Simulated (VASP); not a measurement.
Set up this calculation in VASP 6.6.1, as the native input.

```
Task                   : relaxation of cell and atoms
Functional             : LDA
Potentials or basis    : VASP PAW LDA potentials, release 64 (Mg, Al, C)
Cutoff                 : 600 eV
k mesh                 : 9 × 9 × 6
Occupations            : gaussian, width 0.02 eV
Spin                   : no spin polarisation
Dipole correction      : no
Further INCAR settings : ALGO = Fast; EDIFF = 1e-06; IBRION = 2; EDIFFG = -0.002; NSW = 100; ISIF = 3
```

The structure of MgAl2C2 (lda) lies in POSCAR:

```
MgAl2C2
1.0
    3.3483804316      0.0000000000      0.0000000000
   -1.6741902158      2.8997825153      0.0000000000
    0.0000000000      0.0000000000      5.7040287429
Mg Al C
1 2 2
Direct
    0.0000000000      0.0000000000      0.0000000000
    0.3333333333      0.6666666667      0.3496113438
    0.6666666667      0.3333333333      0.6503886562
    0.3333333333      0.6666666667      0.7309174454
    0.6666666667      0.3333333333      0.2690825546
```

The input as run:

INCAR

```
ALGO = Fast
EDIFF = 1E-6
EDIFFG = -0.002
ENCUT = 600
IBRION = 2
ISIF = 3
ISMEAR = 0
LASPH = T
LCHARG = F
LREAL = F
LWAVE = F
NELM = 100
NSW = 100
PREC = Accurate
SIGMA = 0.02
```

KPOINTS

```
k-points
0
Gamma
  9 9 6
```

Potentials or basis: VASP PAW LDA potentials, release 64 (Mg, Al, C).

Launch:

```sh
$ cat potpaw_LDA.64/Mg/POTCAR potpaw_LDA.64/Al/POTCAR potpaw_LDA.64/C/POTCAR > POTCAR
$ mpirun -np 1 vasp_std > vasp.out
```

It gave:

The relaxed volume is 11.05 Å³/atom. The relaxed cell is a = 3.347 Å, b = 3.347 Å, c = 5.694 Å, α = 90.00°, β = 90.00°, γ = 120.00°, the space group after relaxing (to 0.05 Å) is P-3m1 (No. 164) and the energy gained by relaxing is 0.1 meV/atom. The ionic steps are 6 and the pressure after relaxing is 0.0 GPa. The band gap on the k mesh is 1.75 eV, indirect (least direct gap 3.01 eV).

Caveat: an odd mesh through Γ misses points on the zone boundary, where band edges often lie.

Wall time 61 s on 1 thread of Intel(R) Xeon(R) 6975P-C (Granite Rapids), with other jobs on the host, peak memory 0.21 GiB.
